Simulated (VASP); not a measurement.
Level of theory: PBEsol GGA, VASP's PBE PAW potentials (set 64) (plane waves; VASP).

VASP ran on this input.

**KPOINTS**
```
kpoints
0
Gamma
  6 6 6
0 0 0
```

### POSCAR
```
BaTiO3
1
    3.9661232582     0.0000000000     0.0000000000
    0.0000000000     3.9661232582     0.0000000000
    0.0000000000     0.0000000000     4.0773199001
Ba Ti O
1 1 3
Direct
  0.0000000000   0.0000000000   0.0038885062
  0.5000000000   0.5000000000   0.5205695899
  0.5000000000   0.5000000000   0.9709979898
  0.0000000000   0.5000000000   0.4842719571
  0.5000000000   0.0000000000   0.4842719571
```

**INCAR**
```
ALGO = Normal
EDIFF = 1E-6
EDIFFG = -0.02
ENCUT = 620
GGA = PS
IBRION = 2
ISIF = 3
ISMEAR = 0
LASPH = .TRUE.
LCHARG = .FALSE.
LMAXMIX = 4
LREAL = .FALSE.
LWAVE = .FALSE.
NELM = 100
NSW = 40
PREC = Accurate
PSTRESS = 50
SIGMA = 0.05
SYSTEM = BaTiO3
```

POTCAR, in this order: Ba_sv Ti_sv O (PBE.64 set). Program: vasp_std.

The run wrote:

**OSZICAR**
```
...
DAV:   9    -0.419838818055E+02   -0.27743E-05   -0.19328E-05  2792   0.290E-02    0.601E-03
DAV:  10    -0.419838816802E+02    0.12532E-06   -0.12389E-06  1368   0.905E-03
   3 F= -.40038178E+02 E0= -.40038178E+02  d E =-.300792E-01
       N       E                     dE             d eps       ncg     rms          rms(c)
DAV:   1    -0.419769431890E+02    0.69386E-02   -0.16719E+00  2168   0.149E+01    0.521E-01
DAV:   2    -0.419830201214E+02   -0.60769E-02   -0.12232E-01  2080   0.268E+00    0.353E-01
DAV:   3    -0.419823172384E+02    0.70288E-03   -0.91119E-03  2696   0.733E-01    0.165E-01
DAV:   4    -0.419820613135E+02    0.25592E-03   -0.17758E-03  2904   0.394E-01    0.101E-01
DAV:   5    -0.419820560010E+02    0.53125E-05   -0.29029E-04  2656   0.142E-01    0.507E-02
DAV:   6    -0.419820696743E+02   -0.13673E-04   -0.38252E-05  3040   0.415E-02    0.256E-02
DAV:   7    -0.419820767567E+02   -0.70824E-05   -0.10291E-05  2608   0.225E-02    0.669E-03
DAV:   8    -0.419820777776E+02   -0.10209E-05   -0.20036E-06  1568   0.102E-02    0.202E-03
DAV:   9    -0.419820778770E+02   -0.99385E-07   -0.29551E-07   984   0.507E-03
   4 F= -.40042834E+02 E0= -.40042834E+02  d E =-.465628E-02
       N       E                     dE             d eps       ncg     rms          rms(c)
DAV:   1    -0.419773162895E+02    0.47615E-02   -0.54209E-01  2152   0.849E+00    0.290E-01
DAV:   2    -0.419793229986E+02   -0.20067E-02   -0.39137E-02  2096   0.151E+00    0.189E-01
DAV:   3    -0.419790981904E+02    0.22481E-03   -0.28730E-03  2680   0.410E-01    0.873E-02
DAV:   4    -0.419790176839E+02    0.80507E-04   -0.55800E-04  2928   0.220E-01    0.529E-02
DAV:   5    -0.419790172823E+02    0.40159E-06   -0.88584E-05  2624   0.784E-02    0.272E-02
DAV:   6    -0.419790223715E+02   -0.50892E-05   -0.12268E-05  3024   0.231E-02    0.142E-02
DAV:   7    -0.419790252764E+02   -0.29049E-05   -0.33850E-06  2120   0.131E-02    0.368E-03
DAV:   8    -0.419790257694E+02   -0.49303E-06   -0.62441E-07  1064   0.591E-03
   5 F= -.40043458E+02 E0= -.40043458E+02  d E =-.528002E-02
       N       E                     dE             d eps       ncg     rms          rms(c)
DAV:   1    -0.419828655544E+02   -0.38403E-02   -0.11478E+00  2112   0.117E+01    0.604E-01
DAV:   2    -0.419836028515E+02   -0.73730E-03   -0.78523E-02  2016   0.211E+00    0.380E-01
DAV:   3    -0.419809641356E+02    0.26387E-02   -0.73440E-03  2720   0.714E-01    0.145E-01
DAV:   4    -0.419805621189E+02    0.40202E-03   -0.18833E-03  2864   0.390E-01    0.598E-02
DAV:   5    -0.419805423315E+02    0.19787E-04   -0.21071E-04  2544   0.138E-01    0.192E-02
DAV:   6    -0.419805413242E+02    0.10074E-05   -0.22995E-05  2584   0.388E-02    0.132E-02
DAV:   7    -0.419805418835E+02   -0.55933E-06   -0.36401E-06  1976   0.190E-02
   6 F= -.40046843E+02 E0= -.40046843E+02  d E =-.338578E-02
       N       E                     dE             d eps       ncg     rms          rms(c)
DAV:   1    -0.419830611435E+02   -0.25198E-02   -0.19310E+00  2128   0.151E+01    0.789E-01
DAV:   2    -0.419842904321E+02   -0.12293E-02   -0.13171E-01  2016   0.273E+00    0.490E-01
DAV:   3    -0.419798059088E+02    0.44845E-02   -0.12384E-02  2728   0.932E-01    0.185E-01
DAV:   4    -0.419791631865E+02    0.64272E-03   -0.31795E-03  2872   0.499E-01    0.771E-02
DAV:   5    -0.419791289888E+02    0.34198E-04   -0.34879E-04  2536   0.178E-01    0.251E-02
DAV:   6    -0.419791272574E+02    0.17313E-05   -0.38968E-05  2608   0.506E-02    0.174E-02
DAV:   7    -0.419791279592E+02   -0.70177E-06   -0.66666E-06  2376   0.256E-02
   7 F= -.40047961E+02 E0= -.40047961E+02  d E =-.450384E-02
       N       E                     dE             d eps       ncg     rms          rms(c)
DAV:   1    -0.419799671904E+02   -0.83993E-03   -0.92653E-02  2080   0.329E+00    0.173E-01
DAV:   2    -0.419800316462E+02   -0.64456E-04   -0.64006E-03  2000   0.604E-01    0.107E-01
DAV:   3    -0.419798190392E+02    0.21261E-03   -0.62686E-04  2656   0.208E-01    0.424E-02
DAV:   4    -0.419797845100E+02    0.34529E-04   -0.15798E-04  2864   0.114E-01    0.167E-02
DAV:   5    -0.419797827420E+02    0.17680E-05   -0.17654E-05  2448   0.396E-02    0.549E-03
DAV:   6    -0.419797824560E+02    0.28600E-06   -0.18346E-06  1520   0.116E-02
   8 F= -.40048052E+02 E0= -.40048052E+02  d E =-.459459E-02
       N       E                     dE             d eps       ncg     rms          rms(c)
DAV:   1    -0.419767652842E+02    0.30175E-02   -0.33477E-01  2224   0.689E+00    0.221E-01
DAV:   2    -0.419778768377E+02   -0.11116E-02   -0.21254E-02  1968   0.113E+00    0.100E-01
DAV:   3    -0.419777795666E+02    0.97271E-04   -0.12973E-03  2648   0.259E-01    0.426E-02
DAV:   4    -0.419777580722E+02    0.21494E-04   -0.24032E-04  2912   0.134E-01    0.302E-02
DAV:   5    -0.419777576445E+02    0.42764E-06   -0.33202E-05  2688   0.517E-02    0.147E-02
DAV:   6    -0.419777617156E+02   -0.40711E-05   -0.89299E-06  3016   0.179E-02    0.820E-03
DAV:   7    -0.419777633902E+02   -0.16746E-05   -0.15597E-06  1864   0.995E-03    0.187E-03
DAV:   8    -0.419777636565E+02   -0.26627E-06   -0.28010E-07   968   0.384E-03
   9 F= -.40048820E+02 E0= -.40048820E+02  d E =-.768295E-03
       N       E                     dE             d eps       ncg     rms          rms(c)
DAV:   1    -0.419750710576E+02    0.26923E-02   -0.21528E-01  2224   0.552E+00    0.177E-01
DAV:   2    -0.419757891919E+02   -0.71813E-03   -0.13660E-02  1968   0.908E-01    0.802E-02
DAV:   3    -0.419757271297E+02    0.62062E-04   -0.83374E-04  2656   0.207E-01    0.340E-02
DAV:   4    -0.419757135997E+02    0.13530E-04   -0.15397E-04  2920   0.107E-01    0.242E-02
DAV:   5    -0.419757135727E+02    0.27005E-07   -0.21155E-05  2696   0.413E-02    0.118E-02
DAV:   6    -0.419757164346E+02   -0.28619E-05   -0.58137E-06  2848   0.146E-02    0.651E-03
DAV:   7    -0.419757176195E+02   -0.11849E-05   -0.90335E-07  1280   0.797E-03    0.140E-03
DAV:   8    -0.419757178118E+02   -0.19228E-06   -0.31320E-07   968   0.403E-03
  10 F= -.40049008E+02 E0= -.40049008E+02  d E =-.955947E-03
       N       E                     dE             d eps       ncg     rms          rms(c)
DAV:   1    -0.419836191043E+02   -0.79015E-02   -0.35534E-01  2240   0.737E+00    0.507E-01
DAV:   2    -0.419829079724E+02    0.71113E-03   -0.29712E-02  2168   0.137E+00    0.212E-01
DAV:   3    -0.419824209345E+02    0.48704E-03   -0.37653E-03  2600   0.441E-01    0.408E-02
DAV:   4    -0.419824475158E+02   -0.26581E-04   -0.61263E-04  2648   0.140E-01    0.399E-02
DAV:   5    -0.419824546164E+02   -0.71005E-05   -0.48507E-05  2856   0.599E-02    0.270E-02
DAV:   6    -0.419824765937E+02   -0.21977E-04   -0.34174E-05  2952   0.304E-02    0.161E-02
DAV:   7    -0.419824825808E+02   -0.59872E-05   -0.16478E-05  3016   0.276E-02    0.258E-03
DAV:   8    -0.419824825556E+02    0.25255E-07   -0.12397E-06  1432   0.642E-03
  11 F= -.40048840E+02 E0= -.40048840E+02  d E =0.167984E-03
       N       E                     dE             d eps       ncg     rms          rms(c)
DAV:   1    -0.419790484395E+02    0.34341E-02   -0.12767E-01  2240   0.443E+00    0.304E-01
DAV:   2    -0.419787844045E+02    0.26403E-03   -0.10695E-02  2192   0.821E-01    0.127E-01
DAV:   3    -0.419786064189E+02    0.17799E-03   -0.13148E-03  2648   0.265E-01    0.232E-02
DAV:   4    -0.419786194564E+02   -0.13037E-04   -0.20717E-04  2600   0.807E-02    0.226E-02
DAV:   5    -0.419786235036E+02   -0.40473E-05   -0.17158E-05  2864   0.341E-02    0.160E-02
DAV:   6    -0.419786340025E+02   -0.10499E-04   -0.11692E-05  2704   0.179E-02    0.936E-03
DAV:   7    -0.419786385617E+02   -0.45592E-05   -0.63606E-06  2776   0.168E-02    0.133E-03
DAV:   8    -0.419786388153E+02   -0.25361E-06   -0.44662E-07  1136   0.395E-03
  12 F= -.40049155E+02 E0= -.40049155E+02  d E =-.146870E-03
```

OUTCAR:
```
------------------------ aborting loop because EDIFF is reached ----------------------------------------
  FORCE on cell =-STRESS in cart. coord.  units (eV):
  Direction    XX          YY          ZZ          XY          YZ          ZX
  --------------------------------------------------------------------------------------
  Total        1.9067201      1.9067201      1.9228523      0.0000000      0.0000000      0.0000000
  in kB       49.4101081     49.4101081     49.8281521      0.0000000      0.0000000      0.0000000
  external PRESSURE =      -0.4505439 kB  Pullay stress =      50.0000000 kB
  volume of cell :       61.83
      direct lattice vectors                 reciprocal lattice vectors
     3.941773611  0.000000000  0.000000000     0.253692905  0.000000000  0.000000000
     0.000000000  3.941773611 -0.000000000     0.000000000  0.253692905 -0.000000000
     0.000000000  0.000000000  3.979223793     0.000000000  0.000000000  0.251305293
 POSITION                                       TOTAL-FORCE (eV/Angst)
 -----------------------------------------------------------------------------------
      0.00000      0.00000      3.97362        -0.000000     -0.000000     -0.006583
      1.97089      1.97089      2.03183        -0.000000     -0.000000     -0.001246
      1.97089      1.97089      3.90291        -0.000000      0.000000      0.017941
      0.00000      1.97089      1.93784        -0.000000     -0.000000     -0.005056
      1.97089      0.00000      1.93784         0.000000     -0.000000     -0.005056
 -----------------------------------------------------------------------------------
    total drift:                                0.000000     -0.000000     -0.000139
  FREE ENERGIE OF THE ION-ELECTRON SYSTEM (eV)
  ---------------------------------------------------
  free  energy   TOTEN  =       -41.9786388153 eV

  energy  without entropy=      -41.9786388153  energy(sigma->0) =      -41.97863882
  enthalpy is  TOTEN    =       -40.0491549909 eV   P V=        1.9294838244

 reached required accuracy - stopping structural energy minimisation
```
(Selected blocks of OUTCAR.)

### CONTCAR
```
BaTiO3
   1.00000000000000
     3.9417736111544985    0.0000000000000000    0.0000000000000000
     0.0000000000000000    3.9417736111544985   -0.0000000000000000
     0.0000000000000000    0.0000000000000000    3.9792237927373213
  Ba              Ti              O
     1     1     3
Direct
     0.0000000000000000    0.0000000000000000    0.9985909812318536
     0.5000000000000000    0.5000000000000000    0.5106085871601490
     0.5000000000000000    0.5000000000000000    0.9808231000832915
     0.0000000000000000    0.5000000000000000    0.4869886658123496
     0.5000000000000000    0.0000000000000000    0.4869886658123496
```

Energy and stress use the plane-wave basis of the starting cell.

The compound is BaTiO3 in the tetragonal perovskite structure. This run relaxes it under an external pressure of 5 GPa. Symmetry was kept, so distortions that lower it aren't found.
